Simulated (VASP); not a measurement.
Energy against volume of CsCl (CsCl type). Computed with PBE0 hybrid, VASP's PBE PAW potentials (set 64) (plane waves; VASP). Run with 520 eV cut-off, 6×6×6 Γ-centred mesh, Gaussian smearing of 0.050 eV, potentials Cs_sv Cl.

```tsv
V (Å³/atom)	E (eV/atom)
33.949	-4.06138
35.068	-4.06768
36.187	-4.06984
37.306	-4.06856
```

Q: Fit these four points and predict the energy of the run at 38.426 Å³/atom.

A: A cubic in V^(−2/3), the third-order Birch-Murnaghan form, passes through the four points with V0 = 36.30 Å³/atom and B0 = 16 GPa, and gives -4.0644 eV/atom there. The run gave -4.0644 eV/atom, -0.0 meV/atom from the fit; all five points give B0 = 16 GPa.

The compound is CsCl in the CsCl type structure. It was relaxed first. The cell's shape comes from a PBE relaxation.
